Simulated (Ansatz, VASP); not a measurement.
# BP: VASP beside Ansatz, part 3 of 3

Aim: how closely do two programs agree when they are given the same cell, functional and k mesh? Of the first pair: The structure shown comes from an earlier Ansatz run, which isn't shown and may have moved the atoms alone.

VASP 6.6.1 and Ansatz 0.2.0.

So far: The structure; Ansatz: elastic constants, LDA; VASP: elastic constants, LDA; Differences.

## (5) VASP: zone-centre phonons, LDA

Level of this step: LDA; plane waves and PAW (B, P) (VASP).

Second derivatives magnify differences that forces hide, and they need a tight electronic threshold.

File INCAR:

```
SYSTEM = BP
PREC = Accurate
ENCUT = 500
EDIFF = 1E-08
NELM = 120
ISMEAR = 0
SIGMA = 0.01
LREAL = .FALSE.
ALGO = Normal
GGA = CA
NBANDS = 10
LORBIT = 11
LWAVE = .FALSE.
LCHARG = .FALSE.
ISIF = 2
IBRION = 8
LEPSILON = .TRUE.
LASPH = .TRUE.
GGA_COMPAT = .FALSE.
EFERMI = MIDGAP
KPAR = 2
```

File POSCAR:

```
BP
1.0
    0.0000000000      2.2436141376      2.2436141376
    2.2436141376      0.0000000000      2.2436141376
    2.2436141376      2.2436141376      0.0000000000
B P
1 1
Direct
    0.0000000000      0.0000000000      0.0000000000
    0.2500000000      0.2500000000      0.2500000000
```

File KPOINTS:

```
Automatic mesh
0
Gamma
12 12 12
0 0 0
```

The projector-augmented-wave data sets are B and P (LDA family, release 64).

Run with:

```console
mpirun -np 2 vasp_std
```

Log:

```text
[... set-up lines as in an earlier step ...]
 entering main loop
       N       E                     dE             d eps       ncg     rms          rms(c)
[... 13 cycles as in an earlier step ...]
   1 F= -.14399317E+02 E0= -.14399317E+02  d E =0.000000E+00
 Linear response reoptimize wavefunctions to high precision
DAV:   1    -0.143993174730E+02    0.31984E-08   -0.12650E-08  1626   0.525E-04
DAV:   2    -0.143993174730E+02   -0.32969E-10   -0.24745E-10   832   0.129E-04
 Linear response G [H, r] |phi>, progress :
  Direction:   1
       N       E                     dE             d eps       ncg     rms
RMM:   1    -0.441684446059E+02   -0.44168E+02   -0.93082E+01  3630   0.440E+01
RMM:   2    -0.330350435218E+02    0.11133E+02   -0.27447E+00  2339   0.110E+01
RMM:   3    -0.330129564939E+02    0.22087E-01   -0.36043E-02  2472   0.116E+00
RMM:   4    -0.330123255030E+02    0.63099E-03    0.18500E-03  2552   0.142E-01
[...]
RMM:  10    -0.330125476426E+02   -0.32485E-06    0.91087E-05  1736   0.126E-04
RMM:  11    -0.330125477794E+02   -0.13678E-06    0.41905E-05  1535   0.127E-04
[...]
RMM:  12    -0.431768567460E-01   -0.22281E-08    0.12388E-07  5825   0.495E-06    0.722E-08
 first order change of Fermi-energy  -0.26203E+01
 force on displaced ion       1 direction 1 : -19.851  -0.000  -0.000
 Born effective charge ion    1 direction 1 :  -0.631   0.000   0.000
 Linear response progress:
  Degree of freedom:   2/  2
       N       E                     dE             d eps       ncg     rms          rms(c)
RMM:   1    -0.438149831091E-01   -0.43815E-01    0.24788E-04 12949   0.143E+00
RMM:   2    -0.408195712541E-01    0.29954E-02    0.16167E-04  8695   0.220E-01    0.151E-01
RMM:   3    -0.409346125913E-01   -0.11504E-03    0.66490E-05  9239   0.373E-02    0.858E-02
RMM:   4    -0.412216319369E-01   -0.28702E-03    0.13829E-05  9130   0.360E-02    0.791E-03
[...]
RMM:  10    -0.411898397633E-01    0.18837E-07    0.40795E-07 10195   0.832E-06    0.533E-06
RMM:  11    -0.411898408162E-01   -0.10529E-08    0.29167E-07  8800   0.616E-06    0.298E-07
RMM:  12    -0.411898421380E-01   -0.13218E-08    0.28055E-07  5005   0.501E-06    0.969E-08
 first order change of Fermi-energy   0.26206E+01
 force on displaced ion       2 direction 1 : -19.858   0.000   0.000
 Born effective charge ion    2 direction 1 :   0.628   0.000   0.000
 Born effective charges drift removed
 Linear response finished
```

OUTCAR, selected parts (step 5):

```text
  Total        0.0384315      0.0384315      0.0384315      0.0000000     -0.0000000      0.0000000
  in kB        2.7259857      2.7259857      2.7259857      0.0000000     -0.0000000      0.0000000
  external PRESSURE =       2.7259857 kB  Pullay stress =       0.0000000 kB

 POSITION                                       TOTAL-FORCE (eV/Angst)
 -----------------------------------------------------------------------------------
      0.00000      0.00000      0.00000        -0.000000     -0.000000     -0.000000
      1.12181      1.12181      1.12181         0.000000      0.000000      0.000000
 -----------------------------------------------------------------------------------
    total drift:                                0.000000      0.000000      0.000000

 MACROSCOPIC STATIC DIELECTRIC TENSOR (including local field effects in DFT)
 ------------------------------------------------------
           9.214425     0.000000     0.000000
          -0.000000     9.214425     0.000000
          -0.000000    -0.000000     9.214425
 ------------------------------------------------------

 MACROSCOPIC STATIC DIELECTRIC TENSOR IONIC CONTRIBUTION
 ------------------------------------------------------
           0.160660    -0.000000    -0.000000
          -0.000000     0.160660    -0.000000
          -0.000000    -0.000000     0.160660
 ------------------------------------------------------

[... 2 parts as in an earlier step ...]
```

## (6) Ansatz: zone-centre phonons, LDA

The same cell, functional (in two slightly different forms) and mesh now go to Ansatz.

The cell is taken from a series of runs on this material, whose earlier steps may have relaxed, scaled, displaced or heated it; both programs get it as it stands.

File input.yaml:

```yaml
crystal:
  lattice:
    - [0.0, 2.2436141376, 2.2436141376]
    - [2.2436141376, 0.0, 2.2436141376]
    - [2.2436141376, 2.2436141376, 0.0]
  atoms:
    - { symbol: B, position: [0.0, 0.0, 0.0] }
    - { symbol: P, position: [0.25, 0.25, 0.25] }
kpoints:
  mp_grid: { grid: [12, 12, 12] }
hamiltonian:
  xc: lda
  pseudopotentials: { kind: nc, accuracy: standard }
scf:
  occupations: { method: fixed }
output:
  eigenvalues: true
basis:
  ecutwfc: 1142.878
phonons:
  method: dfpt
  dielectric: true
  rigid_motions: translations
```

Run with:

```console
ansatz run input.yaml --threads 4 --pin off --max-ram 8192MiB --backend cpu --events-out ev --progress --plain --runs-dir out
```

Log:

```text
[...]
Crystal: 2 atoms, lattice volume = 22.588 Å³
Basis set: ecut = 1142.878 eV, 1989 PW (Γ), exchange–correlation on 72×72×72 points (8 copies of the dense FFT grid, shifted against one another)
Bands: 8, of which v1, the nominal top of the filled ones, is band 4 counted from 1 (3 counted from 0)
Symmetry: 24 space group operations
k-points: 280 of 1728 (irreducible under 4 space group operations, time reversal used)
[...]
optical modes at Γ + LO–TO along q̂ = [1.0000, 0.0000, 0.0000]:
      ω (cm⁻¹)  modes    IR ((D/Å)²/amu)
[...]
optical modes at Γ + LO–TO along q̂ = [0.0000, 1.0000, 0.0000]:
      ω (cm⁻¹)  modes    IR ((D/Å)²/amu)
        821.10      2             2.3806
        828.55      1             1.1903
  optical modes at Γ + LO–TO along q̂ = [0.0000, 0.0000, 1.0000]:
      ω (cm⁻¹)  modes    IR ((D/Å)²/amu)
        821.10      2             2.3806
        828.55      1             1.1903
[key lines of the parts left out:]
SCF converged after 8 iterations
Free energy (F): -270.645433 eV
Fermi energy:    9.482108 eV
```

## (7) Side by side

What differs besides the data sets and the points named for the pairs above, as far as they apply: VASP's response is taken on the typed mesh, Ansatz refines its own for the field response alone. Total energies have different zeros and are not compared.

Compared:

```tsv
quantity	Ansatz	VASP	difference
ε∞ xx	9.14	9.21	-0.84 %
ε∞ yy	9.14	9.21	-0.84 %
ε∞ zz	9.14	9.21	-0.84 %
Born charge of B1 (mean of the diagonal) (e)	-0.64	-0.63	-0.01
Born charge of P2 (mean of the diagonal) (e)	0.64	0.63	+0.01
optical mode 1 to 3 (cm⁻¹)	821.1	820.8	+0.04 %
```

Modes are paired by rising frequency, not by their patterns, so a pair may set unlike modes beside each other; they are those without the splitting of longitudinal modes.

## (8) What came out

- difference in C12 (elastic constants, LDA): -2.0 %
- r.m.s. difference of the optical zone-centre modes, each program's sorted by frequency (zone-centre phonons, LDA): 0.34 cm⁻¹
- difference in ε∞ xx (zone-centre phonons, LDA): -0.8 %

In words: The difference in C12 is -2.0 % (elastic constants, LDA), within the 5 % picked in this series as the mark of a large difference. Among the rows given in per cent, the largest difference of the zone-centre phonons, LDA pair is in ε∞ xx, -0.8 %. How closely two codes agree says nothing of how well the functional describes the real material.

[Lines on the potential files, build, host, timing and source positions are cut from VASP's logs without a mark.]

[Logs are printed without paths, hosts, clocks, repeated set-up lines and the standing remarks that a program may print on its own settings, such as how far it seeks lower states.]

[Hosts, paths, dates, database ids (printed as entryN), source tags and the programs' standing remarks are cut or masked in the printed files.]
